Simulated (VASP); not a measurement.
# BiB5 (P6/mmm) in VASP: a series of runs, part 2 of 2

VASP 6.6.1. The steps go on from the part before.

**3. Single point, PBE (species swapped into the SrPd5 type (P6/mmm, No. 191))**

Input file INCAR:

```
ALGO = Fast ; EDIFF = 1E-7
ENCUT = 520 ; GGA = PE
ISIF = 2 ; ISMEAR = 0
LASPH = True ; LCHARG = True
LELF = True ; LREAL = False
LVHAR = True ; LWAVE = False
NBANDS = 24 ; NELM = 80
PREC = Accurate ; SIGMA = 0.1
```

Input file KPOINTS:

```
k-points
0
Gamma
  9 9 12
```

Input file POSCAR:

```
BiB5
1.0
    4.8062935312      0.0000000000      0.0000000000
   -2.4031467656      4.1623722961      0.0000000000
    0.0000000000      0.0000000000      2.9599254073
B Bi
5 1
Direct
    0.6666666667      0.3333333333      0.0000000000
    0.5000000000      0.0000000000      0.5000000000
    0.5000000000      0.5000000000      0.5000000000
    0.0000000000      0.5000000000      0.5000000000
    0.3333333333      0.6666666667      0.0000000000
    0.0000000000      0.0000000000      0.0000000000
```

Potentials or basis: VASP PAW PBE potentials, release 64 (B, Bi_d).

Run with:

```sh
$ cat potpaw_PBE.64/B/POTCAR potpaw_PBE.64/Bi_d/POTCAR > POTCAR
$ mpirun -np 1 vasp_std > vasp.out
```

OUTCAR:

```text
EDIFF = 1E-7
   ENCUT = 520
   GGA = PE
   ISIF = 2
   ISMEAR = 0
   LASPH = True
   LREAL = False
   NELM = 80
   PREC = Accurate

 ion  position               nearest neighbor table
   1  0.667  0.333  0.000-   4 2.03   4 2.03   2 2.03   2 2.03   3 2.03   3 2.03   6 2.77   6 2.77
                             6 2.77
   2  0.500  0.000  0.500-   1 2.03   5 2.03   1 2.03   5 2.03   6 2.82   6 2.82   6 2.82   6 2.82

   3  0.500  0.500  0.500-   1 2.03   5 2.03   1 2.03   5 2.03   6 2.82   6 2.82   6 2.82   6 2.82

   4  0.000  0.500  0.500-   1 2.03   5 2.03   1 2.03   5 2.03   6 2.82   6 2.82   6 2.82   6 2.82

   5  0.333  0.667  0.000-   4 2.03   4 2.03   2 2.03   2 2.03   3 2.03   3 2.03   6 2.77   6 2.77
                             6 2.77
   6  0.000  0.000  0.000-   1 2.77   5 2.77   1 2.77   5 2.77   1 2.77   5 2.77   2 2.82   2 2.82
                             2 2.82   2 2.82   3 2.82   4 2.82   4 2.82   4 2.82   3 2.82   4 2.82

  LATTYP: Found a hexagonal cell.
 ALAT       =     4.8062935312
 C/A-ratio  =     0.6158436617

  Lattice vectors:

 A1 = (   4.8062935312,   0.0000000000,   0.0000000000)
 A2 = (  -2.4031467656,   4.1623722961,   0.0000000000)
 A3 = (   0.0000000000,   0.0000000000,   2.9599254073)

Analysis of symmetry for initial positions (statically):
=====================================================================
 Subroutine PRICEL returns:
 Original cell was already a primitive cell.

 Routine SETGRP: Setting up the symmetry group for a
 hexagonal supercell.

 Subroutine GETGRP returns: Found 24 space group operations
 (whereof 24 operations were pure point group operations)
 out of a pool of 24 trial point group operations.

The static configuration has the point symmetry D_6h.

Analysis of symmetry for dynamics (positions and initial velocities):
=====================================================================
 Subroutine PRICEL returns:
 Original cell was already a primitive cell.

[... 133 lines left out ...]
   IMIX   =      4    mixing-type and parameters
     AMIX     =   0.40;   BMIX     =  1.00
     AMIX_MAG =   1.60;   BMIX_MAG =  1.00
  volume/ion in A,a.u.               =       9.87        66.60
  Fermi-wavevector in a.u.,A,eV,Ry     =   1.305082  2.466248 23.173987  1.703240
  Thomas-Fermi vector in A             =   2.435975
   LORBIT       =      0    0 simple, 1 ext, 2 COOP (PROOUT), +10 PAW based schemes
   GGA     = PE    functional components
   LHFCALC =     F    Hartree Fock is set to
   AEXX    =    0.0000 exact exchange contribution
   IVDW    =     0    specifies the selected vdW correction
   LEPSILON=     F    determine dielectric tensor
   LRPA    =     F    only Hartree local field effects (RPA)
 non-spin polarized calculation
 RMM-DIIS sequential band-by-band and
 Gauss-broadening in eV      SIGMA  =   0.10
  energy-cutoff  :      520.00
  volume of cell :       59.22
 maximum number of plane-waves:      1619
 NGX is ok and might be reduce to    36
   NGX = 17   NGY = 17   NGZ = 11

 number of electron      29.9999988 magnetization

 Free energy of the ion-electron system (eV)
  ---------------------------------------------------
  ext. energy  EPLUGINS =         0.00000000
  ---------------------------------------------------
  free energy    TOTEN  =       -28.32100455 eV

  energy without entropy =      -28.31571529  energy(sigma->0) =      -28.31835992

 E-fermi :   9.3832     XC(G=0): -12.0625

 val. band max:        9.3781559156   @ k =   0.3333   0.3333   0.0833
 cond. band min:       9.4545216766   @ k =   0.2222   0.1111   0.4167
 fundamental gap:      0.0763657609
 Fermi energy:         9.3831805309

 k-point     1 :       0.0000    0.0000    0.0000
  band No.  band energies     occupation
      1     -14.6900      2.00000
      2     -14.3040      2.00000
      3     -14.3040      2.00000
      4     -14.1532      2.00000
      5     -14.1532      2.00000
      6      -6.8518      2.00000
[... 637 lines left out ...]
     23      15.3354      0.00000
     24      16.6705      0.00000

 [... further k-points ...]
[... 5 lines left out ...]
  --------------------------------------------------------------------------------------
  -------------------------------------------------------------------------------------
  Total       -0.0054098     -0.0054098     -0.0090689      0.0000000      0.0000000      0.0000000
  in kB       -0.1463725     -0.1463725     -0.2453774      0.0000000      0.0000000      0.0000000
  external PRESSURE =      -0.1793742 kB  Pullay stress =       0.0000000 kB

 VOLUME and BASIS-vectors are now :
 -----------------------------------------------------------------------------
  energy-cutoff  :      520.00
  volume of cell :       59.22
      direct lattice vectors                 reciprocal lattice vectors
     4.806293531  0.000000000  0.000000000     0.208060534  0.120123805  0.000000000
    -2.403146766  4.162372296  0.000000000     0.000000000  0.240247611  0.000000000
     0.000000000  0.000000000  2.959925407     0.000000000  0.000000000  0.337846352

 POSITION                                       TOTAL-FORCE (eV/Angst)
 -----------------------------------------------------------------------------------
      2.40315      1.38746      0.00000         0.000000      0.000000      0.000000
      2.40315      0.00000      1.47996        -0.000000      0.000000      0.000000
      1.20157      2.08119      1.47996        -0.000000      0.000000      0.000000
     -1.20157      2.08119      1.47996        -0.000000      0.000000      0.000000
     -0.00000      2.77491      0.00000         0.000000      0.000000      0.000000
      0.00000      0.00000      0.00000        -0.000000      0.000000      0.000000
 -----------------------------------------------------------------------------------
    total drift:                               -0.000000     -0.000000      0.000000

  FREE ENERGIE OF THE ION-ELECTRON SYSTEM (eV)
  ---------------------------------------------------
  free  energy   TOTEN  =       -28.3210045512 eV

  energy  without entropy=      -28.3157152851  energy(sigma->0) =      -28.31835992
```

OSZICAR:

```text
N       E                     dE             d eps       ncg     rms          rms(c)
DAV:   1     0.210914036876E+03    0.21091E+03   -0.14037E+04  4032   0.136E+03
DAV:   2    -0.122474549347E+02   -0.22316E+03   -0.20837E+03  4288   0.373E+02
DAV:   3    -0.294743693654E+02   -0.17227E+02   -0.16477E+02  5312   0.945E+01
DAV:   4    -0.299718509685E+02   -0.49748E+00   -0.49537E+00  4792   0.154E+01
DAV:   5    -0.299881482601E+02   -0.16297E-01   -0.16294E-01  5808   0.291E+00    0.496E+00
RMM:   6    -0.283815970435E+02    0.16066E+01   -0.18820E+00  5004   0.744E+00    0.208E+00
RMM:   7    -0.283244106069E+02    0.57186E-01   -0.70011E-01  5165   0.381E+00    0.954E-01
RMM:   8    -0.283199102846E+02    0.45003E-02   -0.94873E-02  6286   0.241E+00    0.256E-01
RMM:   9    -0.283209217925E+02   -0.10115E-02   -0.16912E-02  5999   0.683E-01    0.605E-02
RMM:  10    -0.283209847601E+02   -0.62968E-04   -0.16111E-03  6363   0.284E-01    0.248E-02
RMM:  11    -0.283210031648E+02   -0.18405E-04   -0.25195E-04  6394   0.108E-01    0.173E-02
RMM:  12    -0.283210052227E+02   -0.20579E-05   -0.54033E-05  5876   0.473E-02    0.565E-03
RMM:  13    -0.283210047516E+02    0.47109E-06   -0.99941E-06  6223   0.211E-02    0.278E-03
RMM:  14    -0.283210045774E+02    0.17424E-06   -0.23611E-06  6139   0.124E-02    0.134E-03
RMM:  15    -0.283210045512E+02    0.26198E-07   -0.58270E-07  5407   0.536E-03
   1 F= -.28321005E+02 E0= -.28318360E+02  d E =-.528927E-02
```

stdout:

```text
POSCAR found type information on POSCAR B Bi
 POSCAR found :  2 types and       6 ions
 scaLAPACK will be used
 LDA part: xc-table for (Slater+PW92), standard interpolation
 POSCAR, INCAR and KPOINTS ok, starting setup
 FFT: planning ... GRIDC
 FFT: planning ... GRID_SOFT
 FFT: planning ... GRID
 WAVECAR not read
 entering main loop
```

It took 2 min on 1 thread of Intel Xeon Platinum 8488C (Sapphire Rapids), shared host; peak memory 0.23 GiB.

Results:

| Quantity | Value |
| --- | --- |
| Free energy | -28.3210 eV |
| Pressure | 0.0 GPa |
| Band gap on the k mesh | none (metal or under the smearing width) |

Caveat: spin-orbit coupling is left out, which moves the levels of the heavy elements.
